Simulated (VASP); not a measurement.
# KAl (Pm-3m) in VASP: settings compared

The runs below take KAl through band structure, with LDA, PBE.

Program: VASP 6.6.1. These are calculated values, not measurements. Logs are shortened: lines on timing, memory, paths and dates and some standing lists are left out, and cuts for length are marked.

## (1) Starting point

It takes space group Pm-3m (No. 221, cubic). Conventional cell: a = 4.127 Å, b = 4.127 Å, c = 4.127 Å, α = 90.00°, β = 90.00°, γ = 90.00°. K (site symmetry m-3m) is surrounded by 8 Al at 3.57 Å. Al (site symmetry m-3m) is surrounded by 8 K at 3.57 Å.

The cell was built by a generator and needn't be a form met in nature.

## (2) Band structure, LDA

Input file INCAR:

```
SYSTEM = KAl
ALGO = Normal
EDIFF = 1E-6
ENCUT = 520
ISIF = 2
ISMEAR = -1
LASPH = .True.
LCHARG = .False.
LREAL = .False.
LWAVE = .False.
NELM = 100
PREC = Accurate
SIGMA = 0.05
```

Input file KPOINTS:

```
k-points
0
Gamma
  7 7 7
  0 0 0
```

Input file POSCAR:

```
KAl
1.0
    4.1269100000      0.0000000000      0.0000000000
    0.0000000000      4.1269100000      0.0000000000
    0.0000000000      0.0000000000      4.1269100000
K Al
1 1
Direct
    0.5000000000      0.5000000000      0.5000000000
    0.0000000000      0.0000000000      0.0000000000
```

Input file KPOINTS_OPT:

```
path GXMGRX,MR
15
line-mode
reciprocal
 0.0000000000  0.0000000000  0.0000000000  G
 0.0000000000  0.5000000000  0.0000000000  X

 0.0000000000  0.5000000000  0.0000000000  X
 0.5000000000  0.5000000000  0.0000000000  M

 0.5000000000  0.5000000000  0.0000000000  M
 0.0000000000  0.0000000000  0.0000000000  G

 0.0000000000  0.0000000000  0.0000000000  G
 0.5000000000  0.5000000000  0.5000000000  R

 0.5000000000  0.5000000000  0.5000000000  R
 0.0000000000  0.5000000000  0.0000000000  X

 0.5000000000  0.5000000000  0.0000000000  M
 0.5000000000  0.5000000000  0.5000000000  R
```

Potentials or basis: VASP PAW LDA potentials, release 64 (K_sv, Al).

Command:

```
> cat potpaw_LDA.64/K_sv/POTCAR potpaw_LDA.64/Al/POTCAR > POTCAR
> mpirun -np 1 vasp_std > vasp.out
```

OUTCAR:

```text
SYSTEM = KAl
   EDIFF = 1E-6
   ENCUT = 520
   ISIF = 2
   ISMEAR = -1
   LASPH = .True.
   LREAL = .False.
   NELM = 100
   PREC = Accurate

 ion  position               nearest neighbor table
   1  0.500  0.500  0.500-   2 3.57   2 3.57   2 3.57   2 3.57   2 3.57   2 3.57   2 3.57   2 3.57

   2  0.000  0.000  0.000-   1 3.57   1 3.57   1 3.57   1 3.57   1 3.57   1 3.57   1 3.57   1 3.57

  LATTYP: Found a simple cubic cell.
 ALAT       =     4.1269100000

  Lattice vectors:

 A1 = (   4.1269100000,   0.0000000000,   0.0000000000)
 A2 = (   0.0000000000,   4.1269100000,   0.0000000000)
 A3 = (   0.0000000000,   0.0000000000,   4.1269100000)

Analysis of symmetry for initial positions (statically):
=====================================================================
 Subroutine PRICEL returns:
 Original cell was already a primitive cell.

 Routine SETGRP: Setting up the symmetry group for a
 simple cubic supercell.

 Subroutine GETGRP returns: Found 48 space group operations
 (whereof 48 operations were pure point group operations)
 out of a pool of 48 trial point group operations.

The static configuration has the point symmetry O_h .

Analysis of symmetry for dynamics (positions and initial velocities):
=====================================================================
 Subroutine PRICEL returns:
 Original cell was already a primitive cell.

 Routine SETGRP: Setting up the symmetry group for a
 simple cubic supercell.

 Subroutine GETGRP returns: Found 48 space group operations
 (whereof 48 operations were pure point group operations)
 out of a pool of 48 trial point group operations.

The dynamic configuration has the point symmetry O_h .

 Subroutine INISYM returns: Found 48 space group operations
 (whereof 48 operations are pure point group operations),
 and found     1 'primitive' translations

----------------------------------------------------------------------------------------

                                     Primitive cell

  volume of cell :      70.2870

  direct lattice vectors                    reciprocal lattice vectors
     4.126910000  0.000000000  0.000000000     0.242312045  0.000000000  0.000000000
     0.000000000  4.126910000  0.000000000     0.000000000  0.242312045  0.000000000
     0.000000000  0.000000000  4.126910000     0.000000000  0.000000000  0.242312045

  length of vectors
     4.126910000  4.126910000  4.126910000     0.242312045  0.242312045  0.242312045

  position of ions in fractional coordinates (direct lattice)
     0.500000000  0.500000000  0.500000000
     0.000000000  0.000000000  0.000000000

  ion indices of the primitive-cell ions
[... 79 lines left out ...]
   TEBEG  =    0.0;   TEEND  =   0.0 temperature during run
   PSTRESS=    0.0 pullay stress
   NELECT =      12.0000    total number of electrons
   NUPDOWN=      -1.0000    fix difference up-down
   EMIN   =  10.00;   EMAX   =-10.00  energy-range for DOS
   EFERMI =   0.00;   METHOD = LEGACY
   ISMEAR =    -1;   SIGMA  =   0.05  broadening in eV -4-tet -1-fermi 0-gaus
   EFERMI_NEDOS =   21; number of points for ismear=-14 and -15
   IALGO  =     38    algorithm
   IMIX   =      4    mixing-type and parameters
     AMIX     =   0.40;   BMIX     =  1.00
     AMIX_MAG =   1.60;   BMIX_MAG =  1.00
  volume/ion in A,a.u.               =      35.14       237.16
  Fermi-wavevector in a.u.,A,eV,Ry     =   0.908190  1.716231 11.222219  0.824810
  Thomas-Fermi vector in A             =   2.032087
   LORBIT       =      0    0 simple, 1 ext, 2 COOP (PROOUT), +10 PAW based schemes
   GGA     = CA    functional components
   LHFCALC =     F    Hartree Fock is set to
   AEXX    =    0.0000 exact exchange contribution
   IVDW    =     0    specifies the selected vdW correction
   LEPSILON=     F    determine dielectric tensor
   LRPA    =     F    only Hartree local field effects (RPA)
 non-spin polarized calculation
  energy-cutoff  :      520.00
  volume of cell :       70.29
 maximum number of plane-waves:      1907
 NGX is ok and might be reduce to    32
   NGX = 15   NGY = 15   NGZ = 15

 number of electron      12.0000003 magnetization

 Free energy of the ion-electron system (eV)
  ---------------------------------------------------
  ext. energy  EPLUGINS =         0.00000000
  ---------------------------------------------------
  free energy    TOTEN  =        -4.25162343 eV

  energy without entropy =       -4.23851743  energy(sigma->0) =       -4.24507043

 E-fermi :   1.2503     XC(G=0):  -7.9352

 val. band max:        1.2084818148   @ k =   0.2857   0.2857   0.0000
 cond. band min:       1.3753556662   @ k =   0.4286   0.4286   0.4286
 fundamental gap:      0.1668738513
 Fermi energy:         1.2502577216

 k-point     1 :       0.0000    0.0000    0.0000
  band No.  band energies     occupation
      1     -28.9542      2.00000
      2     -12.6596      2.00000
      3     -12.6596      2.00000
      4     -12.6596      2.00000
      5      -4.2750      2.00000
      6       3.9831      0.00000
      7       3.9831      0.00000
      8       3.9831      0.00000
      9       4.1356      0.00000
     10       4.1356      0.00000
[... 235 lines left out ...]
 k-point    20 :       0.4286    0.4286    0.4286
  band No.  band energies     occupation
      1     -28.9295      2.00000
      2     -12.7682      2.00000
      3     -12.7662      2.00000
      4     -12.7662      2.00000
      5      -1.5291      2.00000
      6       1.1141      1.87679
      7       1.1141      1.87679
      8       1.3754      0.15144
      9       5.1775      0.00000
     10       5.4194      0.00000

------------------------ aborting loop because EDIFF is reached ----------------------------------------

  FORCE on cell =-STRESS in cart. coord.  units (eV):
  Direction    XX          YY          ZZ          XY          YZ          ZX
  --------------------------------------------------------------------------------------
  -------------------------------------------------------------------------------------
  Total       -0.7129292     -0.7129292     -0.7129292      0.0000000     -0.0000000      0.0000000
  in kB      -16.2510701    -16.2510701    -16.2510701      0.0000000     -0.0000000      0.0000000
  external PRESSURE =     -16.2510701 kB  Pullay stress =       0.0000000 kB

 VOLUME and BASIS-vectors are now :
 -----------------------------------------------------------------------------
  energy-cutoff  :      520.00
  volume of cell :       70.29
      direct lattice vectors                 reciprocal lattice vectors
     4.126910000  0.000000000  0.000000000     0.242312045  0.000000000  0.000000000
     0.000000000  4.126910000  0.000000000     0.000000000  0.242312045  0.000000000
     0.000000000  0.000000000  4.126910000     0.000000000  0.000000000  0.242312045

 POSITION                                       TOTAL-FORCE (eV/Angst)
 -----------------------------------------------------------------------------------
      2.06345      2.06345      2.06345         0.000000      0.000000      0.000000
      0.00000      0.00000      0.00000         0.000000      0.000000      0.000000
 -----------------------------------------------------------------------------------
    total drift:                                0.000000     -0.000000     -0.000000

  FREE ENERGIE OF THE ION-ELECTRON SYSTEM (eV)
  ---------------------------------------------------
  free  energy   TOTEN  =        -4.2516234250 eV

  energy  without entropy=       -4.2385174297  energy(sigma->0) =       -4.24507043
```

Wall time 16 s (1 thread of Intel Xeon Platinum 8559C (Emerald Rapids), shared host); peak memory 0.16 GiB.

Results:

```yaml
Free_energy: -4.2516 eV
Pressure: -1.6 GPa
Band_gap_along_the_path: none (metal or under the smearing width)
```

Levels at the corners of the path, in eV from the Fermi level:
| point | band 2 | band 3 | band 4 | band 5 | band 6 | band 7 | band 8 | band 9 | band 10 |
| --- | --- | --- | --- | --- | --- | --- | --- | --- | --- |
| Γ | -13.91 | -13.91 | -13.91 | -5.53 | 2.73 | 2.73 | 2.73 | 2.89 | 2.89 |
| X | -14.08 | -13.89 | -13.89 | -4.23 | -1.68 | 2.62 | 2.62 | 4.36 | 5.62 |
| X | -14.08 | -13.89 | -13.89 | -4.23 | -1.68 | 2.62 | 2.62 | 4.36 | 5.62 |
| M | -14.05 | -14.05 | -13.88 | -3.66 | -0.23 | -0.23 | 2.13 | 3.91 | 5.28 |
| M | -14.05 | -14.05 | -13.88 | -3.66 | -0.23 | -0.23 | 2.13 | 3.91 | 5.28 |
| Γ | -13.91 | -13.91 | -13.91 | -5.53 | 2.73 | 2.73 | 2.73 | 2.89 | 2.89 |
| Γ | -13.91 | -13.91 | -13.91 | -5.53 | 2.73 | 2.73 | 2.73 | 2.89 | 2.89 |
| R | -14.02 | -14.02 | -14.02 | -2.49 | -0.21 | -0.21 | -0.21 | 4.14 | 4.14 |
| R | -14.02 | -14.02 | -14.02 | -2.49 | -0.21 | -0.21 | -0.21 | 4.14 | 4.14 |
| X | -14.08 | -13.89 | -13.89 | -4.23 | -1.68 | 2.62 | 2.62 | 4.36 | 5.62 |
| M | -14.05 | -14.05 | -13.88 | -3.66 | -0.23 | -0.23 | 2.13 | 3.91 | 5.28 |
| R | -14.02 | -14.02 | -14.02 | -2.49 | -0.21 | -0.21 | -0.21 | 4.14 | 4.14 |

## (3) Band structure, PBE

Changes to INCAR since step 2:

```diff
@@ -4,2 +4,3 @@
 ENCUT = 520
+GGA = PE
 ISIF = 2
```

KPOINTS is that of step 2.

POSCAR is that of step 2.

KPOINTS_OPT is that of step 2.

Potentials or basis: VASP PAW PBE potentials, release 64 (K_sv, Al).

Command:

```
> cat potpaw_PBE.64/K_sv/POTCAR potpaw_PBE.64/Al/POTCAR > POTCAR
> mpirun -np 1 vasp_std > vasp.out
```

Run time: 17 s. Hardware: 1 thread of Intel Xeon Platinum 8559C (Emerald Rapids), shared host; peak memory 0.18 GiB.

The run converged. Its results:

```
Free energy             : -3.6573 eV
Pressure                : 0.0 GPa
Band gap along the path : none (metal or under the smearing width)
```

Levels at the corners of the path, in eV from the Fermi level:
| point | band 3 | band 4 | band 5 | band 6 | band 7 | band 8 | band 9 | band 10 |
| --- | --- | --- | --- | --- | --- | --- | --- | --- |
| Γ | -13.98 | -13.98 | -5.54 | 2.73 | 2.73 | 2.73 | 2.95 | 2.95 |
| X | -13.96 | -13.96 | -4.26 | -1.67 | 2.64 | 2.64 | 4.52 | 5.54 |
| X | -13.96 | -13.96 | -4.26 | -1.67 | 2.64 | 2.64 | 4.52 | 5.54 |
| M | -14.11 | -13.95 | -3.67 | -0.27 | -0.27 | 2.25 | 3.91 | 5.39 |
| M | -14.11 | -13.95 | -3.67 | -0.27 | -0.27 | 2.25 | 3.91 | 5.39 |
| Γ | -13.98 | -13.98 | -5.54 | 2.73 | 2.73 | 2.73 | 2.95 | 2.95 |
| Γ | -13.98 | -13.98 | -5.54 | 2.73 | 2.73 | 2.73 | 2.95 | 2.95 |
| R | -14.09 | -14.09 | -2.48 | -0.23 | -0.23 | -0.23 | 4.18 | 4.18 |
| R | -14.09 | -14.09 | -2.48 | -0.23 | -0.23 | -0.23 | 4.18 | 4.18 |
| X | -13.96 | -13.96 | -4.26 | -1.67 | 2.64 | 2.64 | 4.52 | 5.54 |
| M | -14.11 | -13.95 | -3.67 | -0.27 | -0.27 | 2.25 | 3.91 | 5.39 |
| R | -14.09 | -14.09 | -2.48 | -0.23 | -0.23 | -0.23 | 4.18 | 4.18 |

## (4) The reference run

An earlier run on the cell as given: functional PBE; potentials or basis VASP PAW PBE potentials, release 64 (K_sv, Al); cutoff 520 eV; k mesh 7 × 7 × 7; occupations fermi-dirac, width 0.05 eV; no spin polarisation.

* Pressure: 0.0 GPa
* Band gap on the k mesh: none (metal or under the smearing width)

## (5) Summary

```tsv
task	level	potentials or basis	pressure (GPa)
band structure	LDA	VASP PAW LDA potentials, release 64 (K_sv, Al)	-1.6
band structure	PBE	VASP PAW PBE potentials, release 64 (K_sv, Al)	0.0
single point	PBE	VASP PAW PBE potentials, release 64 (K_sv, Al)	0.0
```

Alike in all rows: no spin polarisation; cell as given; k mesh 7 × 7 × 7; cutoff (eV) 520; smearing fermi-dirac 0.05 eV.

Total energies depend on the potentials used, so only differences within one code and one set of settings carry meaning.
